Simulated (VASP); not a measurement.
Given:

```xyz
1
Lattice="0.0000 1.8851 1.8851 1.8851 0.0000 1.8851 1.8851 1.8851 0.0000" Properties=species:S:1:pos:R:3 pbc="T T T"
Rh     0.0000     0.0000     0.0000
```

Level of theory: PBE GGA, VASP's PBE PAW potentials (set 64) (plane waves; VASP). Settings: 300 eV cut-off, 12×12×12 Γ-centred mesh shifted by (0.5, 0.5, 0.5), Gaussian smearing of 0.10 eV, potentials Rh_pv.

At this cut-off the stress carries a Pulay error, which pulls relaxed volumes low. Energy and stress use the plane-wave basis of the starting cell.

Problem. The ions, cell shape and volume at an external pressure of -2.0 GPa are relaxed. Predict the relaxed structure.

Solution. 
```xyz
1
Lattice="0.0000 1.9199 1.9199 1.9199 0.0000 1.9199 1.9199 1.9199 0.0000" Properties=species:S:1:pos:R:3 pbc="T T T"
Rh     0.0000     0.0000     0.0000
```
Space group Fm-3m (225), at a tolerance of 0.03 Å.

Problem. How do energy and volume change from the first to the last step?

Solution. The energy (σ→0) changes by -24.2 meV/atom and the volume by +5.6 %, in 4 ionic steps.

```
step  E(σ→0) (eV)  max force (eV/Å)  pressure (GPa)  volume (Å³)
----  -----------  ----------------  --------------  -----------
1         -7.2376             0.000           13.24        13.40
2         -7.0849             0.000          -25.64        16.02
3         -7.2612             0.000           -2.71        14.19
4         -7.2618             0.000           -2.06        14.15
```

The structure comes from a computed database's Rh entry; how it stands against other phases isn't given here. This run relaxes it under an external pressure of -2 GPa. Symmetry was kept, so distortions that lower it aren't found. The run is one of a series of settings (EDIFFG = -0.01, IBRION = 2, ISIF = 3, NSW = 50, PSTRESS = -20 against the base run), some of them coarse on purpose.
